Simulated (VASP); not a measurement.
Input for VASP

### POSCAR
```
Ag
1
    0.0000000000     2.0293366583     2.0293366583
    2.0293366583     0.0000000000     2.0293366583
    2.0293366583     2.0293366583     0.0000000000
Ag
1
Direct
  0.0000000000   0.0000000000   0.0000000000
```

INCAR:
```
! general
SYSTEM  =Ag
PREC    =Accurate
ENCUT   =520
LREAL   =.FALSE.   ! projection in real space or not
LASPH   =.TRUE.

! electronic loop
EDIFF   =1E-7
NELM    =100   ! most electronic steps
ALGO    =Normal
LMAXMIX =4

! smearing
ISMEAR  =-5

! functional
GGA     =CX
LUSE_VDW=.TRUE.
AGGAC   =0.0

! ions
ISIF    =2

! output
LWAVE   =.FALSE.
LCHARG  =.TRUE.
LORBIT  =11   ! lm-projected
NEDOS   =601   ! DOS grid
```

**KPOINTS**
```
Automatic mesh
0
Gamma
17 17 17
0 0 0
```

POTCAR, in this order: Ag (PBE.64 set). Program: vasp_std.

Question: Write an equivalent input for Quantum ESPRESSO's pw.x.

Answer: One equivalent input (not run):
```
&CONTROL
  calculation = 'scf'
  pseudo_dir = './pseudo'
  outdir = './out'
  tprnfor = .true.
  tstress = .true.
/
&SYSTEM
  ibrav = 0
  nat = 1
  ntyp = 1
  ecutwfc = 82
  occupations = 'tetrahedra'
  input_dft = 'vdw-df-cx'
/
&ELECTRONS
  conv_thr = 7.3e-09
  electron_maxstep = 100
/
ATOMIC_SPECIES
  Ag 107.868 Ag.upf
CELL_PARAMETERS angstrom
     0.0000000    2.0293367    2.0293367
     2.0293367    0.0000000    2.0293367
     2.0293367    2.0293367    0.0000000
ATOMIC_POSITIONS crystal
  Ag   0.0000000  0.0000000  0.0000000
K_POINTS automatic
  17 17 17 0 0 0
```
What does not carry over: the potentials are each code's own (VASP's PAW set, PseudoDojo norm-conserving files in pw.x), so ENCUT and ecutwfc are chosen apart and not converted; conv_thr bounds pw.x's estimated SCF error, while EDIFF bounds the energy change between steps.

The compound is Ag in the fcc structure. It was relaxed first.
